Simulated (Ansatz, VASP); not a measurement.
# Cross-check of KNa3H4 between VASP and Ansatz, part 2 of 2

One calculation is typed for both programs; each brings its own data sets. How far apart do they land? The cell is taken from a series of runs on this material, whose earlier steps may have relaxed, scaled, displaced or heated it; both programs get it as it stands.

VASP 6.6.1 and Ansatz 0.2.0.

So far: Set-up; VASP: dielectric response, LDA.

### 3. Ansatz: dielectric response, LDA

Level of this step: Ansatz beside VASP: Kohn-Sham DFT, plane waves, LDA (Ansatz).

Ansatz runs on its default PAW (the set named soft_2) files.

The same cell, functional (in two slightly different forms) and mesh now go to Ansatz, which takes its cutoff from its data sets.

File input.yaml:

```yaml
crystal:
  lattice:
    - [5.118641, 0.0, 0.0]
    - [0.0, 5.118641, 0.0]
    - [0.0, 0.0, 5.118641]
  atoms:
    - { symbol: K, position: [0.5, 0.5, 0.5] }
    - { symbol: Na, position: [0.0, 0.0, 0.5] }
    - { symbol: Na, position: [0.0, 0.5, 0.0] }
    - { symbol: Na, position: [0.5, 0.0, 0.0] }
    - { symbol: H, position: [0.0, 0.0, 0.0] }
    - { symbol: H, position: [0.5, 0.5, 0.0] }
    - { symbol: H, position: [0.5, 0.0, 0.5] }
    - { symbol: H, position: [0.0, 0.5, 0.5] }
kpoints:
  mp_grid: { grid: [4, 4, 4] }
hamiltonian:
  xc: lda
scf:
  occupations: { method: fixed }
dielectric: {}
```

Started as:

```sh
> ansatz run input.yaml --threads 4 --pin off --max-ram 7372MiB --backend cpu --events-out ev --progress --plain --runs-dir out
```

Numbers of over 12 decimals in the logs are rounded to 6 here.

The log of the run:

```text
Engine: ansatz 0.2.0, aarch64-unknown-linux-gnu
Pseudopotentials: kind: paw
Pseudopotential: K, paw, valence charge 9, recommended cutoff 420 eV (normal), K.paw.azcp
Pseudopotential: Na, paw, valence charge 9, recommended cutoff 420 eV (normal), Na.paw.azcp
Pseudopotential: H, paw, valence charge 1, recommended cutoff 420 eV (normal), H.paw.azcp
Functional definition: SPW92
  exchange = slater_x
  correlation = pw_c
Crystal: 8 atoms, lattice volume = 134.111 Å³
Basis set: ecut = 420 eV, 2601 PW (Γ), exchange–correlation on 72×72×72 points (8 copies of the dense FFT grid, shifted against one another)
Bands: 28, of which v1, the nominal top of the filled ones, is band 20 counted from 1 (19 counted from 0)
Symmetry: 48 space group operations
k-points: 18 of 64 (irreducible under 8 space group operations, time reversal used)
Non-local potential: K, projectors of the file, l = 0: 3, l = 1: 2, l = 2: 2
Non-local potential: Na, projectors of the file, l = 0: 3, l = 1: 2, l = 2: 1
Non-local potential: H, projectors of the file, l = 0: 2, l = 1: 1
PAW form: soft (Blöchl's): semilocal exchange-correlation on the pseudo side does not see the compensation charge
PAW frozen core: K, regenerated for the run's functional, and the local potential with it (the file was generated under x = pbe(κ = 0.804, μ = 0.219515), c = pbe(β = 0.066725))
PAW frozen core: Na, regenerated for the run's functional, and the local potential with it (the file was generated under x = pbe(κ = 0.804, μ = 0.219515), c = pbe(β = 0.066725))
PAW one-centre angular grid: K, 110 points (default); XC on 64 Gauss nodes
PAW one-centre angular grid: Na, 110 points (default); XC on 64 Gauss nodes
PAW one-centre angular grid: H, 110 points (default); XC on 64 Gauss nodes
Initial density: superposition of atomic densities (neutral atoms: chi_scale 0, normalization atom), corrected by the library's trained network
Initial wavefunctions: pseudopotential atomic-orbital guess
Functional: x = slater, c = lda
SCF iter   1: F=—  HF=-5960.007535 eV  |F-HF|=—  |Δ(HF+E_count)|=         —  Δρ=1.11e-2  dr2=1.40e-1  ethr=1.77e-3  ⟨swp⟩=4.8  Hψ=1982  notcnv=0  defer=95
preconditioner: auto → Resta (q_TF=auto, 2.230 Å⁻¹)  ε∞=2.7  [insulator: Δε(μ)=2.391 eV  Ē_g=6.860 eV  n_scr=26 (ndim 8)  ℏωp=9.1 eV  f_vac=0.001  ε∞_Penn≈2.7]
SCF iter   2: F=—  HF=-5959.957748 eV  |F-HF|=—  |Δ(HF+E_count)|=   4.98e-2  Δρ=4.22e-3  dr2=2.46e-2  ethr=3.50e-4  ⟨swp⟩=1.8  Hψ=670  notcnv=0  defer=90
SCF iter   3: F=—  HF=-5959.948646 eV  |F-HF|=—  |Δ(HF+E_count)|=   9.10e-3  Δρ=5.62e-4  dr2=3.17e-4  ethr=6.16e-5  ⟨swp⟩=2.0  Hψ=579  notcnv=0  defer=91
SCF iter   4: F=—  HF=-5959.948644 eV  |F-HF|=—  |Δ(HF+E_count)|=   2.20e-6  Δρ=2.15e-4  dr2=4.50e-5  ethr=7.93e-7  ⟨swp⟩=3.0  Hψ=833  notcnv=0  defer=66
SCF iter   5: F=—  HF=-5959.948657 eV  |F-HF|=—  |Δ(HF+E_count)|=   1.31e-5  Δρ=1.93e-5  dr2=7.19e-7  ethr=1.12e-7  ⟨swp⟩=1.0  Hψ=465  notcnv=0  defer=41
SCF iter   6: F=—  HF=-5959.948660 eV  |F-HF|=—  |Δ(HF+E_count)|=   2.48e-6  Δρ=7.49e-6  dr2=5.00e-8  ethr=1.80e-9  ⟨swp⟩=2.1  Hψ=775  notcnv=0  defer=40
SCF iter   7: F=—  HF=-5959.948659 eV  |F-HF|=—  |Δ(HF+E_count)|=   1.85e-8  Δρ=1.23e-6  dr2=2.62e-9  ethr=1.25e-10  ⟨swp⟩=2.0  Hψ=754  notcnv=0  defer=40
SCF iter   8: F=—  HF=-5959.948659 eV  |F-HF|=—  |Δ(HF+E_count)|=  5.67e-10  Δρ=2.85e-7  dr2=1.31e-10  ethr=6.54e-12  ⟨swp⟩=2.6  Hψ=701  notcnv=0  defer=40
SCF iter   9: F=-5959.948659 eV  HF=-5959.948659 eV  |F-HF|=9.09e-13  |Δ(HF+E_count)|=  3.91e-11  Δρ=4.77e-8  dr2=2.62e-12  ethr=1.00e-12  ⟨swp⟩=8.4  Hψ=2130  notcnv=0
SCF 1 converged in 9 iterations: F = -5959.948659 eV  dr2 = 2.62e-12
  greatest PAW one-centre occupation: 0.999 electrons in one spin orbital (limit 2), on the Na atom at site 1 (counted from 0), in its partial waves of l = 0
DFPT response loops at Γ: preconditioner auto → none (the input reference at scf.mixing.eps_inf says where Resta's filter doesn't serve); β = 0.50; Broyden in place of MSR1
── the response to a field inside a basis, on 4×4×4 k-points: an SCF that follows is theirs, and a resumed run solves both again ──
Bands: 21, of which v1, the nominal top of the filled ones, is band 20 counted from 1 (19 counted from 0)
k-points: 4 of 64
Initial density: handed on by an earlier stage of this run
Initial wavefunctions: pseudopotential atomic-orbital guess (no wavefunctions were taken with the density)
Eigensolver: Dense (4 Hₖ)
SCF iter   1: F=—  HF=-5959.943729 eV  |F-HF|=—  |Δ(HF+E_count)|=         —  Δρ=1.31e-4  dr2=6.62e-6  ethr=1.00e-1
preconditioner: auto → Resta (q_TF=auto, 2.230 Å⁻¹)  ε∞=2.6  [insulator: Δε(μ)=3.165 eV  Ē_g=9.605 eV  n_scr=26 (ndim 8)  ℏωp=12.0 eV  f_vac=0.000  ε∞_Penn≈2.6]
SCF iter   2: F=—  HF=-5959.943730 eV  |F-HF|=—  |Δ(HF+E_count)|=   9.75e-7  Δρ=6.42e-5  dr2=1.53e-6  ethr=1.66e-8
SCF iter   3: F=-5959.943731 eV  HF=-5959.943731 eV  |F-HF|=6.77e-9  |Δ(HF+E_count)|=   6.24e-7  Δρ=6.02e-6  dr2=3.30e-8  ethr=3.83e-9
SCF 1 converged in 3 iterations: F = -5959.943731 eV  dr2 = 3.30e-8
  greatest PAW one-centre occupation: 0.999 electrons in one spin orbital (limit 2), on the Na atom at site 3 (counted from 0), in its partial waves of l = 0
DFPT response loops at Γ: mixed as the last ones told, above
SCF converged after 9 iterations
Free energy (F): -5959.948659 eV
Harris-Foulkes:  -5959.948659 eV  (|F-HF|=9.09e-13)
Internal energy: -5959.948659 eV  (E = F + TS)
E sigma→0 (E₀):  -5959.948659 eV
Fermi energy:    0.928693 eV
--- Per-component energies (eV) ---
  E_band       = -811.360364
  E_kinetic    = 665.554861
  E_local      = -4685.737004  (includes V_loc(G=0)·N_el)
  E_nonlocal   = 370.116873
  E_hartree    = 1674.279899
  E_xc         = -280.932622
  E_vxc        = -356.187735  (∫ρ·V_xc dr)
  E_paw        = -1478.267500  (= ΣΔE_a)
  E_vpaw       = -153.662856  (= ΣTr[D̂ρ^β])
  E_aug_tail   = -0.004281  (compensation charges beyond the density's cutoff)
  E_ewald      = -2225.639056
  E_core_change = 0.680170  (= ΣΔE_core)
  E_smearing   = -0.000000  (= −TS)
  E_closure    = 0.000000  (closes the sum)
  Σ components = -5959.948659   (vs F -5959.948659, Δ=0.00e0)
--- Band table (eV; the first three rows and the last of 18) ---
  k-point 0: bands = [... 16 lower, -2.3828, 0.3034, 0.3034, 0.6855, 5.1837, 5.1837, 5.1837, 8.0670, ... 4 higher]
  k-point 1: bands = [... 16 lower, -2.0448, -0.0963, 0.3767, 0.7240, 5.3151, 5.3151, 5.7398, 7.3509, ... 4 higher]
  k-point 2: bands = [... 16 lower, -1.1954, -1.1176, 0.4542, 0.9287, 5.4976, 5.4976, 6.8282, 6.8282, ... 4 higher]
  k-point 17: bands = [... 16 lower, -0.1661, 0.3647, 0.3647, 0.3647, 3.5219, 3.5219, 3.5219, 5.5737, ... 4 higher]
--- Dielectric response (ions clamped): 3 representative field directions + reference, inside a basis on a mesh of 64 k-points (Σ response iterations 12) ---
  ε∞ (high-frequency dielectric tensor):
        3.277312     0.000000     0.000000
        0.000000     3.277312     0.000000
        0.000000     0.000000     3.277312
  Born effective charges Z* (e; rows j = field, columns β = displacement):
    site 0:
         0.84259    0.00000    0.00000
         0.00000    0.84259    0.00000
         0.00000    0.00000    0.84259
    site 1:
         1.06829    0.00000   -0.00000
        -0.00000    1.06829    0.00000
        -0.00000    0.00000    1.00550
    site 2:
         1.06829    0.00000   -0.00000
        -0.00000    1.00550    0.00000
         0.00000    0.00000    1.06829
    site 3:
         1.00550   -0.00000   -0.00000
        -0.00000    1.06829    0.00000
        -0.00000    0.00000    1.06829
    site 4:
        -1.05837    0.00000   -0.00000
         0.00000   -1.05837    0.00000
        -0.00000   -0.00000   -1.05837
    site 5:
        -1.04493    0.00000   -0.00000
         0.00000   -1.04493    0.00000
        -0.00000    0.00000   -0.83645
    site 6:
        -1.04493    0.00000   -0.00000
         0.00000   -0.83645    0.00000
         0.00000    0.00000   -1.04493
    site 7:
        -0.83645    0.00000   -0.00000
         0.00000   -1.04493    0.00000
        -0.00000    0.00000   -1.04493
  Z* charge neutrality: 5.508e-4 e pre-enforcement
  solved inside a basis spanned on kpoints, on 4×4×4 k-points, its susceptibility summed on 8×8×8: ε∞ is read to err by 7.0e-3, Z* by 9.5e-3 e (field_mesh: kpoints solves on kpoints); Z* is corrected for what the basis lacks
```

Reading the cycles: dr2 is the Hartree energy of the density residual (eV), the measure of convergence; HF is the Harris–Foulkes estimate of the energy, which meets the free energy F at convergence.

### 4. Side by side

Known differences besides the potentials themselves: the two LDA forms differ slightly; fixed occupations in Ansatz, narrow Gaussian smearing in VASP; VASP's response is taken on the typed mesh, Ansatz refines its own for the field response alone; the data sets hold 40 valence electrons in Ansatz (on its default PAW (the set named soft_2) files) and 34 in VASP; the cutoff is 420 eV in Ansatz and 400 eV in VASP; VASP's log shows a relativistic correction to its local exchange, Ansatz's none. Total energies have different zeros and are not compared.

Both answers:

```csv
quantity,Ansatz,VASP,difference
ε∞ xx,3.28,3.28,-0.10 %
ε∞ yy,3.28,3.28,-0.10 %
ε∞ zz,3.28,3.28,-0.10 %
```

### 5. Outcome

```
difference in ε∞ xx (dielectric response, LDA) : -0.096 %
```

**Reading.** The difference in ε∞ xx is -0.096 % (dielectric response, LDA), within the 5 % picked in this series as the mark of a large difference. The data sets hold unlike numbers of valence electrons (40 in Ansatz and 34 in VASP), so part of the differences comes from the potentials. Such differences can come from data sets, numerical settings and the points named under the comparisons, not from the functional's error against experiment.

[Lines on the potential files, build, host, timing and source positions are cut from VASP's logs without a mark.]

[Logs are printed without paths, hosts, clocks, repeated set-up lines and the standing remarks that a program may print on its own settings, such as how far it seeks lower states.]

[Hosts, paths, dates, database ids (printed as entryN), source tags and the programs' standing remarks are cut or masked in the printed files.]
